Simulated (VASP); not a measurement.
An input for Ansatz (written as the equivalent of a VASP run, and not itself run):

Ansatz 0.2 input:
```yaml
crystal:
  lattice:
    - [0.0000000, 2.1341553, 2.1341553]
    - [2.1341553, 0.0000000, 2.1341553]
    - [2.1341553, 2.1341553, 0.0000000]
  atoms:
    - { symbol: Ti, position: [0.0000000, 0.0000000, 0.0000000] }
    - { symbol: N, position: [0.5000000, 0.5000000, 0.5000000] }
kpoints:
  mp_grid: { grid: [16, 16, 16] }
hamiltonian:
  xc: revpbe
  pseudopotentials: { kind: paw }
scf:
  occupations: { method: tetrahedron }
  max_iter: 100
output: { forces: true, stress: true, eigenvalues: true }
```

**Question.** Write the VASP files for the same calculation (revPBE).

**Answer.** This is not unique; one that fits is 
INCAR:
```
ISMEAR = -5   ! tetrahedra, Bloechl
GGA = RE   ! revPBE
NEDOS = 601
LASPH = .TRUE.
ALGO = Normal   ! blocked Davidson
PREC = Accurate
ENCUT = 520   ! plane-wave cut-off (eV)
NELM = 100   ! most electronic steps
LWAVE = .FALSE.
LMAXMIX = 4   ! l cut-off of mixed one-centre charges
LCHARG = .TRUE.
LORBIT = 11   ! lm-projected
ISIF = 2   ! forces and stress, cell fixed
LREAL = .FALSE.
SYSTEM = TiN
EDIFF = 1E-7   ! SCF stop (eV)
```

File POSCAR:
```
TiN
1.0
  0.0000000000   2.1341552619   2.1341552619
  2.1341552619   0.0000000000   2.1341552619
  2.1341552619   2.1341552619   0.0000000000
Ti N
1 1
Cartesian
  0.0000000000   0.0000000000   0.0000000000
  2.1341552619   2.1341552619   2.1341552619
```

File KPOINTS:
```
Automatic
0
gamma
  16 16 16
```

POTCAR, in this order: Ti_sv N (PBE.64 set). Program: vasp_std.

The two are equivalent in intent, not identical: each code has its own PAW files, so the cut-off isn't converted (ENCUT is set for VASP's; basis.ecutwfc is left out, and Ansatz then takes the one that its files recommend); Ansatz stops its SCF on the density residual and VASP on the energy change (EDIFF).

The compound is TiN in the rock salt structure. It was relaxed first.
